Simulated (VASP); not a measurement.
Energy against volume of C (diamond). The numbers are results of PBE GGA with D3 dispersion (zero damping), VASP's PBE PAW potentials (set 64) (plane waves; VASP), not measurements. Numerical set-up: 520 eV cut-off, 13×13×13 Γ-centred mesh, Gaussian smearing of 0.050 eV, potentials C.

```
V (Å³/atom)  E (eV/atom)
-----------  -----------
5.496           -9.19338
5.666           -9.20092
5.836           -9.19451
6.005           -9.17598
```

Fit these four points and predict the energy of the run at 5.326 Å³/atom.

A cubic in V^(−2/3), the third-order Birch-Murnaghan form, passes through the four points with V0 = 5.67 Å³/atom and B0 = 437 GPa, and gives -9.1699 eV/atom there. The run gave -9.1698 eV/atom, +0.1 meV/atom from the fit; all five points give B0 = 437 GPa.

The compound is C in the diamond structure. It was relaxed first.
